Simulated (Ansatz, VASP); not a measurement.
**One calculation of MoI, two programs**

```xyz
2
Lattice="0.0000 3.1789 3.1789 3.1789 0.0000 3.1789 3.1789 3.1789 0.0000" Properties=species:S:1:pos:R:3 pbc="T T T"
Mo    0.0000    0.0000    0.0000
I     4.7683    4.7683    4.7683
```

The cell was built by a generator and needn't be a form met in nature.

Alike in both runs: task single point; functional HSE(alpha, omega); k mesh 4 × 4 × 4; occupations fermi-dirac, width 0.05 eV; no spin polarisation.

```csv
,VASP,Ansatz
version,VASP 6.6.1,Ansatz 0.2.0
potentials or method,"VASP PAW PBE potentials, release 64 (Mo_sv, I)",Ansatz PAW
plane-wave cutoff (eV),520,420
valence electrons in the cell,21,31
```

```tsv
	VASP	Ansatz	Ansatz less VASP
gap on the k mesh at the Fermi level (eV)	none	none	-
pressure (GPa)	-7.8	-7.7	+0.08
```

A gap of «none» marks a metal or a gap that the smearing closes. The functional is the same, so the differences come from potentials, cutoffs and numerics. The two sets of potentials don't hold the same shells in valence.

Caveats: the k mesh is coarse (spacing up to 0.43 Å⁻¹), so the values aren't converged, least of all with exact exchange; an odd number of electrons without spin polarisation forces a metal; a magnetic or distorted state may lie lower; the PAW data sets were made with another functional, which shifts forces and pressure a little (VASP); the PAW data sets come from PBE, with cores solved anew for the run's functional, which leaves a small shift of forces and pressure (Ansatz); the thresholds are loose for stress (Ansatz). Spin-orbit coupling is left out, which matters for the levels of I.
